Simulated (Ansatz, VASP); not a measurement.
**Two plane-wave programs on Be3As2**

```
CELL_PARAMETERS angstrom
3.62806 0.00000 0.00000
-1.81403 3.14199 0.00000
0.00000 0.00000 6.01499
ATOMIC_POSITIONS crystal
Be 0.66667 0.33333 0.89154
Be 0.00000 0.00000 0.50000
Be 0.33333 0.66667 0.10846
As 0.33333 0.66667 0.73215
As 0.66667 0.33333 0.26785
```

Change from the starting cell: ordered vacancies on the anion sites of rock salt (P-3m1, No. 164).

Alike in both runs: functional PBE; k mesh 12 × 12 × 6; occupations gaussian, width 0.1 eV; no spin polarisation.

Ansatz relaxed the structure, and its values are those at the end. VASP's run is a single point on that final structure, the one shown.

```csv
,VASP,Ansatz
version,VASP 6.6.1,Ansatz 0.2.0
potentials or method,"VASP PAW PBE potentials, release 64 (Be, As)","scalar-relativistic, plane waves, PAW"
plane-wave cutoff (eV),520,420
valence electrons in the cell,16,36
```

```csv
,VASP,Ansatz,Ansatz less VASP
gap on the k mesh at the Fermi level (eV),none,none,-
pressure (GPa),0.3,0.0,-0.34
rms of the force components (eV/Å),0.011,0.000,-0.0111
```

A gap of «none» marks a metal or a gap that the smearing closes. The two sets of potentials don't hold the same shells in valence.
